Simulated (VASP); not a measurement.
All values below come from RPBE GGA, VASP's PBE PAW potentials (set 64) (plane waves; VASP).

VASP input:

### POSCAR
```
ZnS
1
    1.9475294169    -3.3732198543     0.0000000000
    1.9475294169     3.3732198543     0.0000000000
    0.0000000000     0.0000000000     6.3796093329
Zn S
2 2
Direct
  0.6666670000   0.3333330000   0.5001195316
  0.3333330000   0.6666670000   0.0001195316
  0.6666670000   0.3333330000   0.8748804684
  0.3333330000   0.6666670000   0.3748804684
```

### INCAR
```
SYSTEM = ZnS
PREC = Accurate
ENCUT = 520
EDIFF = 1E-7
NELM = 100
ALGO = Normal
LREAL = .FALSE.
LASPH = .TRUE.
ISMEAR = -5
GGA = RP
LMAXMIX = 4
LWAVE = .FALSE.
LCHARG = .TRUE.
LORBIT = 11
NEDOS = 601
ISIF = 2
LEFG = .TRUE.
```

### KPOINTS
```
Automatic mesh
0
Gamma
7 7 4
0 0 0
```

POTCAR, in this order: Zn S (PBE.64 set). Program: vasp_std.

What does the run give for the energy per atom (σ→0)?

```json
{
  "energy per atom (σ→0)": "-3.100 eV/atom"
}
```

**OSZICAR**
```
...
DAV:  10    -0.124007068778E+02   -0.31391E-03   -0.24513E-03  1248   0.549E-01    0.190E-01
DAV:  11    -0.124010822009E+02   -0.37532E-03   -0.28754E-04  1200   0.114E-01    0.971E-02
DAV:  12    -0.124014296739E+02   -0.34747E-03   -0.66466E-04  1140   0.179E-01    0.328E-02
DAV:  13    -0.124014302320E+02   -0.55816E-06   -0.13078E-05  1302   0.516E-02    0.178E-02
DAV:  14    -0.124014376091E+02   -0.73771E-05   -0.20896E-05  1146   0.260E-02    0.479E-03
DAV:  15    -0.124014369184E+02    0.69067E-06   -0.15266E-06  1522   0.199E-02    0.328E-03
DAV:  16    -0.124014369871E+02   -0.68659E-07   -0.23246E-07   992   0.300E-03
   1 F= -.12401437E+02 E0= -.12401437E+02  d E =0.000000E+00
```

The compound is ZnS in the wurtzite structure, the high-temperature form. It was relaxed first, which changed the volume by +6 %.
